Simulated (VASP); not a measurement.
A convergence study with VASP on Mo (bcc): one setting is varied, all else stays as given below, so the limit is that of these other settings.

```xyz
1
Lattice="-1.5750 1.5750 1.5750 1.5750 -1.5750 1.5750 1.5750 1.5750 -1.5750" Properties=species:S:1:pos:R:3 pbc="T T T"
Mo     0.0000     0.0000     0.0000
```

All values below come from PBEsol GGA, VASP's PBE PAW potentials (set 64) (plane waves; VASP). The tightest run used: 550 eV cut-off, 26×26×26 Γ-centred mesh, tetrahedra with Blöchl corrections, potentials Mo_sv.

```
setting        E (eV/atom)  pressure (GPa)  irreducible k-points
-------------  -----------  --------------  --------------------
3×3×3 mesh        -11.2787            7.63                     4
4×4×4 mesh        -11.6407           -1.14                     8
5×5×5 mesh        -11.7573           -3.15                    10
6×6×6 mesh        -11.7696           -3.81                    16
7×7×7 mesh        -11.7414           -3.20                    20
8×8×8 mesh        -11.7651           -3.59                    29
9×9×9 mesh        -11.7703           -3.97                    35
10×10×10 mesh     -11.7635           -4.04                    47
11×11×11 mesh     -11.7695           -4.06                    56
12×12×12 mesh     -11.7746           -4.32                    72
13×13×13 mesh     -11.7730           -4.38                    84
14×14×14 mesh     -11.7706           -4.30                   104
```

Problem. These are the cheaper rows. Estimate the results at 26×26×26 mesh, and how far the last row shown lies from them.

Solution. 
| quantity | tightest run | last row shown is off by |
|---|---|---|
| E (eV/atom) | -11.7744 | 0.0038 |
| pressure (GPa) | -4.67 | 0.37 |

Left out are rungs that failed or repeat a setting and relaxations that didn't move; long series are thinned to 24 rows.

The compound is Mo in the bcc structure. The cell was not relaxed at this level.
